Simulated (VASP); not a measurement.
All values below come from PBEsol GGA, VASP's PBE PAW potentials (set 64) (plane waves; VASP).

The input files of a VASP run:

### KPOINTS
```
Automatic
0
gamma
 6 4 1
```

### POSCAR
```
K(211) slab
1
    4.5117203679     0.0000000000     0.0000000000
    0.0000000000     7.3676091071     0.0000000000
    0.0000000000     0.0000000000    25.4344718956
K
5
Direct
  0.3271756039   0.5000000000   0.3335678311
  0.6736210637   0.0000000000   0.4159798989
  0.0000000000   0.5000000000   0.5000000000
  0.3263789363   0.0000000000   0.5840201011
  0.6728243961   0.5000000000   0.6664321689
```

### INCAR
```
# general
SYSTEM=K(211) slab
PREC  =Normal
ENCUT =400   # plane-wave cut-off (eV)
LREAL =.False.   # projection in real space or not
LASPH =.True.   # aspherical one-centre terms

# electronic loop
EDIFF =1E-6   # SCF stop (eV)
NELM  =100
NELMIN=4
ALGO  =Normal   # blocked Davidson

# smearing
ISMEAR=1
SIGMA =0.1   # width (eV)

# functional
GGA   =PS   # PBEsol

# output
LWAVE =.False.
LCHARG=.False.
LORBIT=11
LVHAR =.True.

# other
LDIPOL=.True.
IDIPOL=3
DIPOL =0.5 0.5 0.5
```

POTCAR, in this order: K_sv (PBE.64 set). Program: vasp_std. Read from the step before: WAVECAR.

Output of the run:

### OUTCAR
```
 ion  position               nearest neighbor table
   1  0.327  0.500  0.334-
   2  0.674  0.000  0.416-
   3  0.000  0.500  0.500-
   4  0.326  0.000  0.584-
   5  0.673  0.500  0.666-
  LATTYP: Found a simple orthorhombic cell.
 ALAT       =     4.5117203679
 B/A-ratio  =     1.6329932944
 C/A-ratio  =     5.6374220523
 Subroutine PRICEL returns:
 Original cell was already a primitive cell.
 Subroutine GETGRP returns: Found  4 space group operations
The static configuration has the point symmetry C_2h.
The dynamic configuration has the point symmetry C_2h.
 Subroutine INISYM returns: Found  4 space group operations
 Subroutine IBZKPT returns following result:
 Found     12 irreducible k-points:

 Following reciprocal coordinates:
            Coordinates               Weight
  0.000000  0.000000  0.000000      1.000000
  0.166667  0.000000  0.000000      2.000000
  0.333333  0.000000  0.000000      2.000000
  0.500000  0.000000  0.000000      1.000000
  0.000000  0.250000  0.000000      2.000000
  0.166667  0.250000  0.000000      4.000000
  0.333333  0.250000  0.000000      4.000000
  0.500000  0.250000  0.000000      2.000000
  0.000000  0.500000  0.000000      1.000000
  0.166667  0.500000  0.000000      2.000000
  0.333333  0.500000  0.000000      2.000000
  0.500000  0.500000  0.000000      1.000000
   k-points           NKPTS =     12   k-points in BZ     NKDIM =     12   number of bands    NBANDS=     27
   number of dos      NEDOS =    301   number of ions     NIONS =      5
   total plane-waves  NPLWV = 108864
   dimension x,y,z NGX =    24 NGY =   36 NGZ =  126
   dimension x,y,z NGXF=    48 NGYF=   72 NGZF=  252
   ions per type =               5
   PREC   = normal    normal or accurate (medium, high low for compatibility)
   ISTART =      1    job   : 0-new  1-cont  2-samecut
   ICHARG =      0    charge: 1-file 2-atom 10-const
   ISPIN  =      1    spin polarized calculation?
   LNONCOLLINEAR =      F non collinear calculations
   LSORBIT =      F    spin-orbit coupling
   INIWAV =      1    electr: 0-lowe 1-rand  2-diag
   ENCUT  =  400.0 eV  29.40 Ry    5.42 a.u.   7.36 12.01 41.48*2*pi/ulx,y,z
   NELM   =    100;   NELMIN=  4; NELMDL=  0     # of ELM steps
   EDIFF  = 0.1E-05   stopping-criterion for ELM
   LREAL  =      F    real-space projection
   NLSPLINE    = F    spline interpolate recip. space projectors
   LMAXMIX     =    2 max onsite mixed and CHGCAR
   VOSKOWN=      0    Vosko Wilk Nusair interpolation
   EDIFFG = 0.1E-04   stopping-criterion for IOM
   NSW    =      0    number of steps for IOM
   NBLOCK =      1;   KBLOCK =      1    inner block; outer block
   IBRION =     -1    ionic relax: 0-MD 1-quasi-New 2-CG
   NFREE  =      0    steps in history (QN), initial steepest desc. (CG)
   ISIF   =      2    stress and relaxation
   ISYM   =      2    0-nonsym 1-usesym 2-fastsym
   TEIN   =    0.0    initial temperature
   TEBEG  =    0.0;   TEEND  =   0.0 temperature during run
   SMASS  =  -3.00    Nose mass-parameter (am)
   PSTRESS=    0.0 pullay stress
   NELECT =      45.0000    total number of electrons
   EFERMI =   0.00;   METHOD = LEGACY
   ISMEAR =     1;   SIGMA  =   0.10  broadening in eV -4-tet -1-fermi 0-gaus
   IALGO  =     38    algorithm
   LDIAG  =      T    sub-space diagonalisation (order eigenvalues)
   IMIX   =      4    mixing-type and parameters
     AMIX     =   0.40;   BMIX     =  1.00
     AMIX_MAG =   1.60;   BMIX_MAG =  1.00
     AMIN     =   0.10
   GGA     = PS    functional components
   VOSKOWN =     0    Vosko Wilk Nusair interpolation
...
```

**OSZICAR**
```
       N       E                     dE             d eps       ncg     rms          rms(c)
DAV:   1    -0.508747768989E+01   -0.50875E+01   -0.91085E-06  1023   0.133E-02    0.225E-03
DAV:   2    -0.508747765914E+01    0.30749E-07   -0.54542E-07   462   0.455E-03    0.131E-03
DAV:   3    -0.508747764070E+01    0.18438E-07   -0.14493E-07   342   0.255E-03    0.387E-04
DAV:   4    -0.508747764302E+01   -0.23206E-08   -0.25254E-08   333   0.968E-04
   1 F= -.50874776E+01 E0= -.50873784E+01  d E =-.297625E-03
```

### OUTCAR
```
------------------------ aborting loop because EDIFF is reached ----------------------------------------
  FORCE on cell =-STRESS in cart. coord.  units (eV):
  Direction    XX          YY          ZZ          XY          YZ          ZX
  --------------------------------------------------------------------------------------
  Total       -0.3718195     -0.3614775     -0.1365611      0.0000000      0.0000000      0.0893069
  in kB       -0.7046140     -0.6850154     -0.2587891      0.0000000      0.0000000      0.1692405
  external PRESSURE =      -0.5494729 kB  Pullay stress =       0.0000000 kB
  volume of cell :      845.46
      direct lattice vectors                 reciprocal lattice vectors
     4.511720368  0.000000000  0.000000000     0.221644942  0.000000000  0.000000000
     0.000000000  7.367609107  0.000000000     0.000000000  0.135729242  0.000000000
     0.000000000  0.000000000 25.434471896     0.000000000  0.000000000  0.039316720
 POSITION                                       TOTAL-FORCE (eV/Angst)
 -----------------------------------------------------------------------------------
      1.47612      3.68380      8.48412        -0.023767      0.000000      0.015030
      3.03919      0.00000     10.58023         0.025723      0.000000     -0.003724
      0.00000      3.68380     12.71724        -0.000000      0.000000      0.000000
      1.47253      0.00000     14.85424        -0.025723      0.000000      0.003724
      3.03560      3.68380     16.95035         0.023767      0.000000     -0.015030
 -----------------------------------------------------------------------------------
    total drift:                                0.000000      0.000000      0.000000
  FREE ENERGIE OF THE ION-ELECTRON SYSTEM (eV)
  ---------------------------------------------------
  free  energy   TOTEN  =        -5.0874776430 eV

  energy  without entropy=       -5.0871800184  energy(sigma->0) =       -5.08737843

 total charge

# of ion       s       p       d       tot
------------------------------------------
    1        1.982   5.538   0.004   7.524
    2        1.980   5.543   0.004   7.528
    3        1.977   5.546   0.006   7.530
    4        1.980   5.543   0.004   7.528
    5        1.982   5.538   0.004   7.524
--------------------------------------------------
tot          9.902  27.709   0.022  37.633
```
(Selected blocks of OUTCAR.)

The cell is a thin slab with vacuum, built from K (bcc): (211) face.
